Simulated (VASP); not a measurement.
```yaml
crystal:
  lattice:
    - [2.68023, 0.00000, 0.00000]
    - [0.00000, 2.68023, 0.00000]
    - [0.00000, 0.00000, 2.68023]
  atoms:
    - { symbol: Rh, position: [0.00000, 0.00000, 0.00000] }
    - { symbol: B, position: [0.50000, 0.50000, 0.50000] }
```

Computed with PBEsol GGA, VASP's PBE PAW potentials (set 64) (plane waves; VASP). Run with 520 eV cut-off, Gaussian smearing of 0.050 eV, potentials Rh_pv B.

Question: Give the energies of bands 5 to 12 at the high-symmetry points, in eV from the Fermi level.

Answer: 
```csv
band,Γ,X,M,R
5,-6.40,-8.74,-5.35,-8.30
6,-6.40,-5.67,-4.16,-8.30
7,-1.58,-4.43,-4.16,-2.35
8,-1.58,-4.43,-3.15,0.05
9,-1.58,-1.34,-3.15,0.05
10,2.12,0.68,-0.07,6.00
11,2.12,7.08,3.56,6.00
12,2.12,7.08,4.29,6.00
```

It has no gap at this level: it comes out as a metal or semimetal.

The structure was generated: RhB was put into the CsCl type type (Pm-3m), which need not be its known phase. It was relaxed first, which changed the volume by -24 %.
